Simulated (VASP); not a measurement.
A convergence study with VASP on CuAu (space group no. 123 when undisturbed): a few settings are varied, all else stays as given below, so the limit is that of these other settings. One atom is moved off its site, so that forces are finite.

```xyz
2
Lattice="2.8140 0.0000 0.0000 0.0000 2.8140 0.0000 0.0000 0.0000 3.6883" Properties=species:S:1:pos:R:3 pbc="T T T"
Cu     0.0000     0.0000     0.0500
Au     1.4070     1.4070     1.8442
```

Computed with PBEsol GGA, VASP's PBE PAW potentials (set 64) (plane waves; VASP). The last row used: 300 eV cut-off, 20×20×15 Γ-centred mesh, Fermi-Dirac smearing of 0.010 eV, potentials Cu Au.

```csv
setting,E (eV/atom),pressure (GPa),largest force (eV/Å),irreducible k-points
SIGMA = 1.0,___,___,___,528
SIGMA = 0.5,___,___,___,528
SIGMA = 0.3,-4.1694,-5.02,0.312,528
SIGMA = 0.2,-4.1734,-5.27,0.313,528
SIGMA = 0.1,-4.1737,-5.37,0.313,528
SIGMA = 0.05,-4.1736,-5.41,0.313,528
SIGMA = 0.02,-4.1734,-5.43,0.313,528
SIGMA = 0.01,-4.1734,-5.44,0.313,528
```

Q: Fill in the missing entries.

A: 
- SIGMA = 1.0, E (eV/atom): -4.0670
- SIGMA = 1.0, pressure (GPa): 2.98
- SIGMA = 1.0, largest force (eV/Å): 0.316
- SIGMA = 0.5, E (eV/atom): -4.1444
- SIGMA = 0.5, pressure (GPa): -3.75
- SIGMA = 0.5, largest force (eV/Å): 0.311

Left out are rungs that failed or repeat a setting and relaxations that didn't move; long series are thinned to 24 rows.

The structure is a typed CuAu crystal (space group no. 123). The cell was not relaxed at this level, it is distorted from the ideal structure.
